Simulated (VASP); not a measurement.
These are optB86b-vdW, VASP's PBE PAW potentials (set 64) (plane waves; VASP 6.6.1) values and carry that method's errors.

VASP ran on this input.

### POSCAR
```
CuI
2.9777330
  0.0000000000   0.9999999093   0.9999999093
  0.9999999093   0.0000000000   0.9999999093
  0.9999999093   0.9999999093   0.0000000000
Cu I
1 1
Direct
  0.0000000000   0.0000000000   1.0000000000
  0.2500000000   0.2500000000   0.2500000000
```

File KPOINTS:
```
Automatic mesh
0
Gamma
8 8 8
0 0 0
```

**INCAR**
```
SYSTEM = CuI
PREC = Accurate
ENCUT = 520
EDIFF = 1E-7
NELM = 100
ALGO = Normal
LREAL = .FALSE.
LASPH = .TRUE.
ISMEAR = 0
SIGMA = 0.05
GGA = MK
PARAM1 = 0.1234
PARAM2 = 1.0
LUSE_VDW = .TRUE.
AGGAC = 0.0
LMAXMIX = 4
LWAVE = .FALSE.
LCHARG = .FALSE.
ISIF = 2
```

POTCAR, in this order: Cu I (PBE.64 set). Program: vasp_std.

The run wrote:

File OUTCAR:
```
 ion  position               nearest neighbor table
   1  0.000  0.000  0.000-   2 2.58   2 2.58   2 2.58   2 2.58
   2  0.250  0.250  0.250-   1 2.58   1 2.58   1 2.58   1 2.58
  LATTYP: Found a face centered cubic cell.
 ALAT       =     5.9554654600
 Subroutine PRICEL returns:
 Original cell was already a primitive cell.
 Subroutine GETGRP returns: Found 24 space group operations
The static configuration has the point symmetry T_d .
The dynamic configuration has the point symmetry T_d .
 Subroutine INISYM returns: Found 24 space group operations
 Subroutine IBZKPT returns following result:
 Found     29 irreducible k-points:

 Following reciprocal coordinates:
            Coordinates               Weight
  0.000000  0.000000  0.000000      1.000000
  0.125000  0.000000  0.000000      8.000000
  0.250000  0.000000  0.000000      8.000000
  0.375000  0.000000  0.000000      8.000000
  0.500000  0.000000  0.000000      4.000000
  0.125000  0.125000  0.000000      6.000000
  0.250000  0.125000  0.000000     24.000000
  0.375000  0.125000  0.000000     24.000000
  0.500000  0.125000  0.000000     24.000000
 -0.375000  0.125000  0.000000     24.000000
 -0.250000  0.125000  0.000000     24.000000
 -0.125000  0.125000  0.000000     12.000000
  0.250000  0.250000  0.000000      6.000000
  0.375000  0.250000  0.000000     24.000000
  0.500000  0.250000  0.000000     24.000000
 -0.375000  0.250000  0.000000     24.000000
 -0.250000  0.250000  0.000000     12.000000
  0.375000  0.375000  0.000000      6.000000
  0.500000  0.375000  0.000000     24.000000
 -0.375000  0.375000  0.000000     12.000000
  0.500000  0.500000  0.000000      3.000000
  0.375000  0.250000  0.125000     24.000000
  0.500000  0.250000  0.125000     48.000000
 -0.375000  0.250000  0.125000     24.000000
...
```

**OSZICAR**
```
       N       E                     dE             d eps       ncg     rms          rms(c)
DAV:   1     0.113014188173E+03    0.11301E+03   -0.80872E+03   754   0.152E+03
DAV:   2     0.711956436294E+01   -0.10589E+03   -0.99161E+02   774   0.265E+02
DAV:   3    -0.767042385977E+00   -0.78866E+01   -0.77867E+01  1015   0.844E+01
DAV:   4    -0.102371547717E+01   -0.25667E+00   -0.25655E+00   915   0.136E+01
DAV:   5    -0.103167676928E+01   -0.79613E-02   -0.79610E-02  1077   0.243E+00    0.554E+00
DAV:   6    -0.945646073282E+00    0.86031E-01   -0.37341E+00   795   0.576E+01    0.359E+00
DAV:   7    -0.792522428073E+00    0.15312E+00   -0.84185E-01   834   0.340E+01    0.177E+00
DAV:   8    -0.794012131503E+00   -0.14897E-02   -0.49302E-02  1115   0.386E+00    0.485E-01
DAV:   9    -0.790692186434E+00    0.33199E-02   -0.15291E-02   928   0.403E+00    0.150E-01
DAV:  10    -0.790819955337E+00   -0.12777E-03   -0.72729E-04   884   0.240E-01    0.793E-02
DAV:  11    -0.790834296805E+00   -0.14341E-04   -0.38147E-04   960   0.640E-01    0.328E-02
DAV:  12    -0.790831467841E+00    0.28290E-05   -0.39491E-05  1160   0.135E-01    0.260E-02
DAV:  13    -0.790830502413E+00    0.96543E-06   -0.20177E-06  1156   0.256E-02    0.151E-02
DAV:  14    -0.790829471820E+00    0.10306E-05   -0.50342E-06  1058   0.760E-02    0.293E-03
DAV:  15    -0.790829793873E+00   -0.32205E-06   -0.99129E-07   827   0.688E-03    0.298E-03
DAV:  16    -0.790829787567E+00    0.63064E-08   -0.23267E-08   432   0.264E-03
   1 F= -.79082979E+00 E0= -.79082979E+00  d E =-.178332E-10
```

**OUTCAR**
```
------------------------ aborting loop because EDIFF is reached ----------------------------------------
  FORCE on cell =-STRESS in cart. coord.  units (eV):
  Direction    XX          YY          ZZ          XY          YZ          ZX
  --------------------------------------------------------------------------------------
  Total        0.4863109      0.4863109      0.4863109     -0.0000000      0.0000000      0.0000000
  in kB       14.7549412     14.7549412     14.7549412     -0.0000000      0.0000000      0.0000000
  external PRESSURE =      14.7549412 kB  Pullay stress =       0.0000000 kB
  volume of cell :       52.81
      direct lattice vectors                 reciprocal lattice vectors
     0.000000000  2.977732730  2.977732730    -0.167912988  0.167912988  0.167912988
     2.977732730  0.000000000  2.977732730     0.167912988 -0.167912988  0.167912988
     2.977732730  2.977732730  0.000000000     0.167912988  0.167912988 -0.167912988
  FREE ENERGIE OF THE ION-ELECTRON SYSTEM (eV)
  ---------------------------------------------------
  free  energy   TOTEN  =        -0.7908297876 eV

  energy  without entropy=       -0.7908297875  energy(sigma->0) =       -0.79082979
```
(Selected blocks of OUTCAR.)

The compound is CuI in the zinc blende structure. This cell is one point of a volume scan, at 0.97 of the reference volume.
